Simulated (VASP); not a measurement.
Computed with HSE06 screened hybrid, VASP's PBE PAW potentials (set 64) (plane waves; VASP 6.6.1).

VASP input:

POSCAR:
```
C36Si35
1
    4.6409808259    -8.0384148409     0.0000000000
    4.6409808259     8.0384148409     0.0000000000
    0.0000000000     0.0000000000    10.1276834094
Si C
35 36
Direct
  0.9990998887   0.9998152155   0.0010128892
  0.9993473247   0.0026462653   0.4973954786
  0.2210293803   0.1087010007   0.7527203989
  0.1131491589   0.2232863962   0.2499807363
  0.9992176529   0.3327492525   0.0009924640
  0.9995282009   0.3301723203   0.4973406476
  0.2212122021   0.4456480724   0.7526407975
  0.1111147727   0.5555173378   0.2507856125
  0.9999918755   0.6667065943   0.0008545793
  0.0000350762   0.6666863543   0.4997847456
  0.2222130195   0.7778139348   0.7515527730
  0.1110645448   0.8890731600   0.2507995672
  0.3338959611   0.9998363881   0.0010258504
  0.3364969258   0.0026587809   0.4973882398
  0.5554622612   0.1114517460   0.7517221495
  0.4432720856   0.2233226763   0.2500551090
  0.3332461792   0.3332805605   0.0027768709
  0.5579950511   0.4457235816   0.7527805980
  0.4432139278   0.5533778161   0.2499777329
  0.3339959568   0.6675438622   0.0009929699
  0.3365671045   0.6672923364   0.4973958782
  0.5554991300   0.7776028229   0.7516817544
  0.4447443862   0.8891420965   0.2500846580
  0.6666696732   0.0001146364   0.0002678232
  0.6666475559   0.0001621073   0.4999999285
  0.8892863971   0.1113330414   0.7516720236
  0.7775439574   0.2219966796   0.2501381794
  0.6668304077   0.3327943185   0.0010693374
  0.6640593464   0.3303038704   0.4974242706
  0.8890190131   0.4445482944   0.7515590503
  0.7775391134   0.5555905069   0.2508242942
  0.6668565795   0.6676370682   0.0010715770
  0.6640134158   0.6673670014   0.4974116877
  0.8889335114   0.7778212189   0.7515955883
  0.7774268787   0.8891449688   0.2501158393
  0.9989051959   0.9994895911   0.8141709857
  0.9995275307   0.0001365608   0.3116591226
  0.2072242805   0.0813574287   0.5699130148
  0.1087459100   0.2210378144   0.0597411853
  0.9990570166   0.3328770368   0.8140907508
  0.9996406253   0.3329032209   0.3116574859
  0.2076250201   0.4592517411   0.5697539205
  0.1111482827   0.5555816465   0.0616841407
  0.0000292719   0.6666930234   0.8129185651
  0.9999220816   0.6667469748   0.3128630757
  0.2218686880   0.7776422809   0.5621838579
  0.1110582913   0.8889532606   0.0617304915
  0.3339280881   0.9994865882   0.8141670278
  0.3337050464   0.0002250690   0.3116713067
  0.5556039090   0.1112214506   0.5619420947
  0.4455259976   0.2210952171   0.0598318374
  0.3334034321   0.3333379316   0.8114318413
  0.3331389867   0.3333558422   0.2901249781
  0.5853248799   0.4595157852   0.5700058497
  0.4455486193   0.5578439201   0.0597770407
  0.3339289963   0.6677804089   0.8140953273
  0.3337468097   0.6670777191   0.3116524965
  0.5557003286   0.7781505786   0.5619384359
  0.4450189518   0.8892638184   0.0619466078
  0.6667332514   0.0001690108   0.8125707341
  0.6665470819   0.0001084483   0.3130207913
  0.8887016449   0.1110902336   0.5619071493
  0.7774855777   0.2217262432   0.0619457357
  0.6673330111   0.3329425947   0.8142215016
  0.6663914376   0.3329753300   0.3116613197
  0.8891831369   0.4448700734   0.5621596888
  0.7777005323   0.5556688216   0.0617418060
  0.6672456696   0.6678953365   0.8142288992
  0.6663770522   0.6670519803   0.3116850415
  0.8891224865   0.7775553595   0.5622582865
  0.7773999618   0.8892763748   0.0620185055
```

### KPOINTS
```
Regular mesh
0
G
 1 1 1
0 0 0
```

**INCAR**
```
SYSTEM = C36Si35
PREC = Normal
ENCUT = 400
EDIFF = 1E-5
NELM = 50
ALGO = Normal
LREAL = Auto
LASPH = .TRUE.
ISMEAR = 0
SIGMA = 0.05
GGA = PE
LWAVE = .FALSE.
LCHARG = .FALSE.
NELMIN = 4
ISYM = 0
HFSCREEN = 0.2
AEXX = 0.25
LHFCALC = .TRUE.
PRECFOCK = Fast
ISIF = 0
```

POTCAR, in this order: Si C (PBE.64 set). Program: vasp_gam. Read from the step before: WAVECAR.

**Question.** What will the output report for the number of irreducible k-points (NKPTS), largest plane-wave count, FFT grid (NGX, NGY, NGZ)?

**Answer.** 
```yaml
number of irreducible k-points (NKPTS): 1
largest_plane_wave_count: 6857
FFT grid (NGX, NGY, NGZ): 48 × 48 × 50
```

The cell is a supercell with a defect, built from SiC (4h): vac_Si. The cell's shape comes from a PBE relaxation. The run is not spin-polarised, so no state with unpaired spins was tried.
